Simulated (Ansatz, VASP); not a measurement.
WO in VASP and in Ansatz

INCAR

```
  PREC = Accurate
  ENCUT = 520
  EDIFF = 1E-7
  ISMEAR = 0
  SIGMA = 0.02
  LREAL = F
  LASPH = T
  NELM = 150
  ALGO = Normal
  ISIF = 2
  LWAVE = F
  LCHARG = F
  LMAXMIX = 4
  LDAU = T
  LDAUTYPE = 2
  LDAUL = 2 -1
  LDAUU = 6.2 0
  LDAUJ = 0 0
  LDAUPRINT = 1
  GGA = PE
  NBANDS = 17
```

The input KPOINTS:

```
Automatic mesh
0
Gamma
  10 10 10
```

The input POSCAR:

```
WO
1.0
    0.0000000000      2.4128820392      2.4128820392
    2.4128820392      0.0000000000      2.4128820392
    2.4128820392      2.4128820392      0.0000000000
W O
1 1
Direct
    0.0000000000      0.0000000000      0.0000000000
    0.2500000000      0.2500000000      0.2500000000
```

Input for Ansatz:

```yaml
crystal:
  lattice:
    - [0.0, 2.4128820392, 2.4128820392]
    - [2.4128820392, 0.0, 2.4128820392]
    - [2.4128820392, 2.4128820392, 0.0]
  atoms:
    - { symbol: W, position: [0.0, 0.0, 0.0] }
    - { symbol: O, position: [0.25, 0.25, 0.25] }
basis:
  ecutwfc: 420
kpoints:
  mp_grid: { grid: [10, 10, 10] }
hamiltonian:
  xc: pbe
  hubbard: { sites: [{ species: W, l: d, u_eff: 6.2 }] }
scf:
  occupations: { method: gaussian, width: 0.02 }
output:
  forces: true
  stress: true
  eigenvalues: true
```

Alike in both runs: task single point; functional PBE; k mesh 10 × 10 × 10; occupations gaussian, width 0.02 eV; no spin polarisation; Hubbard terms W d U = 6.2 eV.

|  | VASP | Ansatz |
| --- | --- | --- |
| version | VASP 6.6.1 | Ansatz 0.2.0 |
| potentials or method | VASP PAW PBE potentials, release 64 (W_sv, O) | scalar-relativistic, plane waves, PAW |
| plane-wave cutoff (eV) | 520 | 420 |
| valence electrons in the cell | 20 | 20 |

VASP gave:

| Quantity | Value |
| --- | --- |
| gap on the k mesh at the Fermi level (eV) | none |
| pressure (GPa) | -7.9 |

**Question.** What did Ansatz give for the same quantities?

**Answer.** gap on the k mesh at the Fermi level (eV): none; pressure (GPa): 18.8.

The programs project onto different local orbitals, so the same U acts differently. A gap of «none» marks a metal or a gap that the smearing closes. Ansatz warned: «filled_band_counts_differ_across_k_points».

Caveats: U without spin polarisation on a metal has little footing. Spin-orbit coupling is left out, which matters for the levels of W.
